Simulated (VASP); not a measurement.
The system is GaGe.

```
Ge Ga
1.0
     0.00000    2.89784    2.89784
     2.89784    0.00000    2.89784
     2.89784    2.89784    0.00000
Ge Ga
1 1
Direct
  0.00000 0.00000 0.00000
  0.25000 0.25000 0.25000
```

The cell comes from a database or a generator and needn't be the stable form of this composition.

```yaml
Program: VASP 6.6.1
Task: relaxation of cell and atoms
Functional: LDA
Potentials_or_basis: VASP PAW LDA potentials, release 64 (Ge_d, Ga_d)
Cutoff: 600 eV
k_mesh: 8 × 8 × 8
Occupations: fermi-dirac, width 0.05 eV
Spin: no spin polarisation
```

At the start: pressure -4.0 GPa; volume 24.33 Å³/atom.

How do energy, volume and symmetry change on relaxing?

Over 10 steps the energy falls by 25.0 meV/atom and the volume is 22.53 Å³/atom (-7.4 %); space group F-43m (No. 216, to 0.05 Å).

The path:
```
step  energy change (eV)  largest force (eV/Å)  pressure (GPa)  volume (Å³)
   1              0.0000                0.0000           -4.01        48.67
   2             -0.0491                0.0000            0.71        44.50
   3             -0.0500                0.0000            0.39        44.98
   4             -0.0496                0.0000           -0.17        45.28
   5             -0.0498                0.0000           -0.39        45.19
   6             -0.0499                0.0000           -0.27        45.08
   7             -0.0500                0.0000           -0.06        45.07
   8             -0.0500                0.0000           -0.04        45.07
   9             -0.0500                0.0000           -0.09        45.06
  10             -0.0500                0.0000           -0.03        45.05
```

Final structure:
```
Ge Ga
1.0
     0.00000    2.82423    2.82423
     2.82423    0.00000    2.82423
     2.82423    2.82423    0.00000
Ge Ga
1 1
Direct
  0.00000 0.00000 0.00000
  0.25000 0.25000 0.25000
```
